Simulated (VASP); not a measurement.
Data:

```xyz
2
Lattice="0.0000 2.7593 2.7593 2.7593 0.0000 2.7593 2.7593 2.7593 0.0000" Properties=species:S:1:pos:R:3 pbc="T T T"
Sn     2.7593     2.7593     2.7593
P      0.0000     0.0000     0.0000
```

The numbers are results of PBEsol GGA, VASP's PBE PAW potentials (set 64) (plane waves; VASP 6.6.1), not measurements. Run with 400 eV cut-off, Gaussian smearing of 0.050 eV, potentials Sn_d P.

Unless said otherwise, spin-orbit coupling is left out, though it shifts the bands of the heavy elements here.

Question: Predict the band gap (along the path) with the smallest direct gap where there is one.

Answer: 
The band gap (along the path) is none (metal, semimetal or under 0.01 eV).

The absolute energy has meaning only against runs of the same code, potentials and settings.

The structure comes from a computed database's SnP entry (Fm-3m); how it stands against other phases isn't given here. It was relaxed first. The electron count is odd and the run is not spin-polarised, which forces a metal.
